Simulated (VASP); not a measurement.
Consider the following.

```yaml
crystal:
  lattice:
    - [1.65472, -2.83768, 0.00000]
    - [1.65472, 2.83768, 0.00000]
    - [0.00000, 0.00000, 5.08266]
  atoms:
    - { symbol: Sc, position: [0.33333, 0.66667, 0.25000] }
    - { symbol: Sc, position: [0.66667, 0.33333, 0.75000] }
```

The numbers are results of PBEsol GGA, VASP's PBE PAW potentials (set 64) (plane waves; VASP), not measurements. Settings: 480 eV cut-off, 12×12×8 Γ-centred mesh, first-order Methfessel-Paxton smearing of 0.10 eV, potentials Sc_sv.

**Question.** Give the stress tensor in GPa (positive for a compressed cell).

**Answer.** 
```
-1.19   0.00   0.00
 0.00  -0.37   0.00
 0.00   0.00  -0.28
```
The pressure is its mean diagonal, -0.61 GPa.

The compound is Sc in the hcp structure. This cell was strained or had an atom moved on purpose.
